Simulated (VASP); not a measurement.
Consider the following.

```xyz
6
Lattice="6.9765 0.0000 0.0000 -3.4882 6.0418 0.0000 0.0000 0.0000 6.5317" Properties=species:S:1:pos:R:3 pbc="T T T"
Sr     4.7536     0.0000     0.0000
Sr     1.1114     1.9251     0.0000
Sr    -2.3768     4.1167     0.0000
Sr     0.0000     4.0279     3.2659
Sr     3.4882     2.0139     3.2659
Mg     0.0000     0.0000     3.2659
```

Method: PBEsol GGA, VASP's PBE PAW potentials (set 64) (plane waves; VASP). Numerical set-up: 400 eV cut-off, 6×6×6 Γ-centred mesh, tetrahedra with Blöchl corrections, potentials Sr_sv Mg.

The cores are frozen, which limits the accuracy of field gradients.

### Question
Give the principal components of the electric field gradient (V/Å²) and the asymmetry η at each nucleus.

### Answer

| atom | Vxx | Vyy | Vzz | η |
|---|---|---|---|---|
| Sr1 | -8.4 | -7.5 | 15.9 | 0.06 |
| Sr2 | -8.4 | -7.5 | 15.9 | 0.06 |
| Sr3 | -8.4 | -7.5 | 15.9 | 0.06 |
| Sr4 | -0.4 | -0.4 | 0.8 | 0.00 |
| Sr5 | -0.4 | -0.4 | 0.8 | 0.00 |
| Mg6 | 2.2 | 2.2 | -4.4 | 0.00 |

The structure comes from a computed database's Sr5Mg entry (P-62m); how it stands against other phases isn't given here. It was relaxed first, which changed the volume by -5 %.
